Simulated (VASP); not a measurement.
VASP input:

**KPOINTS**
```
Regular mesh
0
Gamma
  13 13 13
```

File POSCAR:
```
BN
1
    0.0000000000     1.7702365696     1.7702365696
    1.7702365696     0.0000000000     1.7702365696
    1.7702365696     1.7702365696     0.0000000000
B N
1 1
Direct
  0.0000000000   0.0000000000   0.0000000000
  0.2500000000   0.2500000000   0.2500000000
```

**INCAR**
```
SYSTEM = BN
PREC = Accurate; ENCUT = 620; LREAL = .FALSE.
LASPH = .TRUE.
EDIFF = 1E-6; NELM = 100; ALGO = Normal
ISMEAR = 0; SIGMA = 0.05
GGA = PE
IBRION = 2; NSW = 40; ISIF = 3
EDIFFG = -0.02; PSTRESS = 450
LWAVE = .FALSE.; LCHARG = .FALSE.
```

POTCAR, in this order: B N (PBE.64 set). Program: vasp_std.

Translate this PBE calculation to Ansatz.

One equivalent input (not run):
Ansatz 0.2 input:
```yaml
crystal:
  lattice:
    - [0.0000000, 1.7702366, 1.7702366]
    - [1.7702366, 0.0000000, 1.7702366]
    - [1.7702366, 1.7702366, 0.0000000]
  atoms:
    - { symbol: B, position: [0.0000000, 0.0000000, 0.0000000] }
    - { symbol: N, position: [0.2500000, 0.2500000, 0.2500000] }
kpoints:
  mp_grid: { grid: [13, 13, 13] }
hamiltonian:
  xc: pbe
  pseudopotentials: { kind: paw }
scf:
  occupations: { method: gaussian, width: 0.05 }
  max_iter: 100
relax:
  max_steps: 40
  f_tol: 0.02
  cell: { p_target: 45 }
output: { forces: true, stress: true, eigenvalues: true }
```
What does not carry over: each code has its own PAW files, so the cut-off isn't converted (ENCUT is set for VASP's; basis.ecutwfc is left out, and Ansatz then takes the one that its files recommend); Ansatz stops its SCF on the density residual and VASP on the energy change (EDIFF).

The compound is BN in the zinc blende structure. This run relaxes it under an external pressure of 45 GPa. Symmetry was kept, so distortions that lower it aren't found.
